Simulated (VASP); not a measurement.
Crystal: Be3CdSe4.

```
Be Cd Se
1.0
     5.49373    0.00000    0.00000
     0.00000    5.49373    0.00000
     0.00000    0.00000    5.49373
Be Cd Se
3 1 4
Direct
  0.00000 0.00000 0.50000
  0.00000 0.50000 0.00000
  0.50000 0.00000 0.00000
  0.50000 0.50000 0.50000
  0.75633 0.75633 0.24367
  0.75633 0.24367 0.75633
  0.24367 0.75633 0.75633
  0.24367 0.24367 0.24367
```

The cell was built by a generator and needn't be a form met in nature.

| Item | Value |
| --- | --- |
| Program | VASP 6.6.1 |
| Task | relaxation of cell and atoms |
| Functional | PBE |
| Potentials or basis | VASP PAW PBE potentials, release 64 (Be, Cd, Se) |
| Cutoff | 520 eV |
| k mesh | 3 × 3 × 3 |
| Occupations | gaussian, width 0.15 eV |
| Spin | no spin polarisation |

At the start: pressure 0.7 GPa; volume 20.73 Å³/atom.

**Question.** Where does the relaxation end?

**Answer.** Over 4 steps the energy falls by 89.7 meV/atom and the volume is 20.12 Å³/atom (-2.9 %); space group P-43m (No. 215, to 0.05 Å).

The path:
```csv
step,energy change (eV),largest force (eV/Å),pressure (GPa),volume (Å³)
1,0.0000,2.4057,0.73,165.81
2,-0.6413,0.4888,-1.97,168.08
3,-0.6671,0.0756,-2.40,168.67
4,-0.7176,0.0789,0.35,160.94
```

Final structure:
```xyz
8
Lattice="5.4394 0.0000 0.0000 0.0000 5.4394 0.0000 0.0000 0.0000 5.4394" Properties=species:S:1:pos:R:3 pbc="T T T"
Be    5.4394    5.4394    2.7197
Be    5.4394    2.7197    5.4394
Be    2.7197    5.4394    5.4394
Cd    2.7197    2.7197    2.7197
Se    4.2068    4.2068    1.2326
Se    4.2068    1.2326    4.2068
Se    1.2326    4.2068    4.2068
Se    1.2326    1.2326    1.2326
```
